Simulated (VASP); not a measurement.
Consider the following.

```
CELL_PARAMETERS angstrom
     -1.35640     1.35640     1.35640
      1.35640    -1.35640     1.35640
      1.35640     1.35640    -1.35640
ATOMIC_POSITIONS crystal
  Fe 0.00000 0.00000 0.00000
```
Starting moments (μB, in the order of the record's atoms Fe): 2.0.

Computed with LDA (Ceperley-Alder, Perdew-Zunger), VASP's LDA PAW potentials (set 64) (plane waves; VASP). Settings: 500 eV cut-off, 19×19×19 Γ-centred mesh, first-order Methfessel-Paxton smearing of 0.10 eV, potentials Fe.

Energy and stress use the plane-wave basis of the starting cell.

Task: The ions, cell shape and volume at an external pressure of 20.0 GPa are relaxed. Give the cell that the relaxation ends in.

Result: 
```
CELL_PARAMETERS angstrom
     -1.34250     1.34250     1.34250
      1.34250    -1.34250     1.34250
      1.34250     1.34250    -1.34250
ATOMIC_POSITIONS crystal
  Fe 0.00000 0.00000 0.00000
```
Space group Im-3m (229), at a tolerance of 0.03 Å. The cell ends with 1.79 μB, on the sites 1.75 μB.

Task: How do energy and volume change from the first to the last step?

Result: The energy (σ→0) changes by +27.7 meV/atom and the volume by -3.0 %, in 3 ionic steps.

The compound is Fe in the bcc structure. This run relaxes it under an external pressure of 20 GPa. Symmetry was kept, so distortions that lower it aren't found.
